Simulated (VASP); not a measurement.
Here is the system:

```
CELL_PARAMETERS angstrom
      0.00000     2.20812     2.20812
      2.20812     0.00000     2.20812
      2.20812     2.20812     0.00000
ATOMIC_POSITIONS crystal
  Hf 0.00000 0.00000 0.00000
  N  0.50000 0.50000 0.50000
```

Method: PBE GGA with D4 dispersion, VASP's PBE PAW potentials (set 64) (plane waves; VASP). Numerical set-up: 520 eV cut-off, 14×14×14 Γ-centred mesh, first-order Methfessel-Paxton smearing of 0.10 eV, potentials Hf_pv N.

**Question.** Give the stress tensor in GPa (positive for a compressed cell).

**Answer.** 
```
19.75   0.00   0.00
 0.00  19.75   0.00
 0.00   0.00  19.75
```
The pressure is its mean diagonal, 19.75 GPa.

The compound is HfN in the rock salt structure. This cell is one point of a volume scan, at 0.94 of the reference volume. The electron count is odd and the run is not spin-polarised, which forces a metal.
